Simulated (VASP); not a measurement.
An input for Ansatz (written as the equivalent of a VASP run, and not itself run):

Ansatz 0.2 input:
```yaml
crystal:
  lattice:
    - [0.0000000, 2.5725715, 2.5725715]
    - [2.5725715, 0.0000000, 2.5725715]
    - [2.5725715, 2.5725715, 0.0000000]
  atoms:
    - { symbol: Ca, position: [0.0000000, 0.0000000, 0.0000000] }
    - { symbol: F, position: [0.2500000, 0.2500000, 0.2500000] }
    - { symbol: F, position: [0.7500000, 0.7500000, 0.7500000] }
kpoints:
  mp_grid: { grid: [7, 7, 7] }
hamiltonian:
  xc: pbesol
  pseudopotentials: { kind: paw }
scf:
  occupations: { method: gaussian, width: 0.05 }
  max_iter: 100
relax:
  max_steps: 40
  f_tol: 0.02
  cell: { p_target: 20 }
output: { forces: true, stress: true, eigenvalues: true }
```

Write the VASP files for the same calculation (PBEsol).

This is not unique; one that fits is 
File POSCAR:
```
CaF2
1
   -0.0000000000     2.5725714671     2.5725714671
    2.5725714671     0.0000000000     2.5725714671
    2.5725714671     2.5725714671    -0.0000000000
Ca F
1 2
Direct
  0.0000000000   0.0000000000   0.0000000000
  0.2500000000   0.2500000000   0.2500000000
  0.7500000000   0.7500000000   0.7500000000
```

KPOINTS:
```
Automatic mesh
0
Gamma
7 7 7
0 0 0
```

### INCAR
```
SYSTEM = CaF2
PREC = Accurate
ENCUT = 620
EDIFF = 1E-6
NELM = 100
ALGO = Normal
LREAL = .FALSE.
LASPH = .TRUE.
ISMEAR = 0
SIGMA = 0.05
GGA = PS
LWAVE = .FALSE.
LCHARG = .FALSE.
IBRION = 2
ISIF = 3
NSW = 40
EDIFFG = -0.02
PSTRESS = 200
```

POTCAR, in this order: Ca_sv F (PBE.64 set). Program: vasp_std.

Limits of the translation: each code has its own PAW files, so the cut-off isn't converted (ENCUT is set for VASP's; basis.ecutwfc is left out, and Ansatz then takes the one that its files recommend); Ansatz stops its SCF on the density residual and VASP on the energy change (EDIFF).

The compound is CaF2 in the fluorite structure. It was relaxed first under an external pressure of 20 GPa.
